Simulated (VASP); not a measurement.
# PbI2 (relaxed from the 3R-MoS2 structure, space group R3m): computed properties

All values below come from PBEsol GGA, VASP's PBE PAW potentials (set 64) (plane waves; VASP 6.6.1).

space group: R3m (160)
cell: a = 4.384 Å, b = 4.384 Å, c = 22.282 Å, α = 90.00°, β = 90.00°, γ = 120.00°
volume per atom: 41.21 Å³/atom
band gap (over mesh and band path): 2.30 eV
smallest direct gap (over mesh and band path): 2.62 eV
density: 6.19 g/cm³

```xyz
3
Lattice="2.1921 1.2656 7.4275 -2.1921 1.2656 7.4275 0.0000 -2.5313 7.4275" Properties=species:S:1:pos:R:3 pbc="T T T"
Pb     0.0000     0.0000    22.2822
I      0.0000     0.0000    16.8724
I      0.0000     0.0000    12.8370
```

Without a dispersion term in the relaxation, distances and binding between the weakly bound layers, chains or molecules are unreliable, and so is what depends on them. Unless said otherwise, spin-orbit coupling is left out, though it shifts the bands of the heavy elements here.

The structure was generated: PbI2 was put into the 3R-MoS2 type (R3m), which need not be its known phase. It was relaxed first, which changed the volume by +8 %. Symmetry was kept, so distortions that lower it aren't found.
